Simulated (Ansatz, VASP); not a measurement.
**GaAg2P in VASP and in Ansatz**

```
CELL_PARAMETERS angstrom
4.97752 0.00000 0.00000
0.00000 4.97752 0.00000
0.00000 0.00000 3.10023
ATOMIC_POSITIONS crystal
Ga 0.00000 0.00000 0.00000
Ag 0.50000 0.00000 0.50000
Ag 0.00000 0.50000 0.50000
P 0.50000 0.50000 0.50000
```

Alike in both runs: functional PBE; k mesh 4 × 4 × 4; occupations gaussian, width 0.1 eV; no spin polarisation.

Ansatz relaxed the structure, and its values are those at the end. VASP's run is a single point on that final structure, the one shown.

|  | VASP | Ansatz |
| --- | --- | --- |
| version | VASP 6.6.1 | Ansatz 0.2.0 |
| potentials or method | VASP PAW PBE potentials, release 64 (Ga_d, Ag, P) | scalar-relativistic, plane waves, PAW |
| plane-wave cutoff (eV) | 520 | 420 |
| valence electrons in the cell | 40 | 56 |

|  | VASP | Ansatz | Ansatz less VASP |
| --- | --- | --- | --- |
| gap on the k mesh at the Fermi level (eV) | none | none | - |
| pressure (GPa) | 0.0 | 0.1 | +0.02 |

A gap of «none» marks a metal or a gap that the smearing closes. With one functional, cell and mesh, what is left measures potentials, basis and numerics. The two sets of potentials don't hold the same shells in valence.

Caveats: the k mesh is coarse (spacing up to 0.51 Å⁻¹), so the values aren't converged.
